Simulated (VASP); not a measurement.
Computed with PBE GGA, VASP's PBE PAW potentials (set 64) (plane waves; VASP).

The input files of a VASP run:

File KPOINTS:
```
Automatic mesh
0
G
 12 12 12
```

POSCAR:
```
CuZn
1
    2.9901635410     0.0000000000     0.0000000000
    0.0000000000     2.9901635410     0.0000000000
    0.0000000000     0.0000000000     2.9901635410
Zn Cu
1 1
Direct
  0.5000000000   0.5000000000   0.5000000000
  0.0000000000   0.0000000000   0.0000000000
```

INCAR:
```
ALGO = Normal
EDIFF = 1E-7
EDIFFG = -0.01
ENCUT = 480
GGA = PE
IBRION = 2
ISIF = 2
ISMEAR = 1
LASPH = .TRUE.
LCHARG = .FALSE.
LMAXMIX = 4
LREAL = .FALSE.
LWAVE = .FALSE.
NELM = 100
NSW = 30
PREC = Accurate
SIGMA = 0.1
SYSTEM = CuZn
```

POTCAR, in this order: Zn Cu (PBE.64 set). Program: vasp_std.

Problem. Estimate the energy per atom (σ→0), pressure, band gap (on the k-mesh).

Solution. 
```json
{
  "energy per atom (σ→0)": "-2.503 eV/atom",
  "band gap (on the k-mesh)": "none (metal, semimetal or under 0.01 eV)",
  "pressure": "-2.33 GPa"
}
```

### OSZICAR
```
...
DAV:   7    -0.501087612852E+01    0.95812E+00   -0.38574E+00  2667   0.998E+01    0.209E+00
DAV:   8    -0.501550833514E+01   -0.46322E-02   -0.21355E-01  3459   0.687E+00    0.122E+00
DAV:   9    -0.500614726070E+01    0.93611E-02   -0.25440E-02  3000   0.403E+00    0.509E-02
DAV:  10    -0.500617166228E+01   -0.24402E-04   -0.70568E-04  3923   0.550E-01    0.286E-02
DAV:  11    -0.500616961539E+01    0.20469E-05   -0.40274E-05  3429   0.169E-01    0.127E-02
DAV:  12    -0.500616865612E+01    0.95927E-06   -0.21519E-06  3944   0.339E-02    0.234E-03
DAV:  13    -0.500616861379E+01    0.42322E-07   -0.25909E-07  2413   0.144E-02
   1 F= -.50061686E+01 E0= -.50061898E+01  d E =-.500617E+01
```

The compound is CuZn in the CsCl type structure. This cell was strained or had an atom moved on purpose. The electron count is odd and the run is not spin-polarised, which forces a metal.
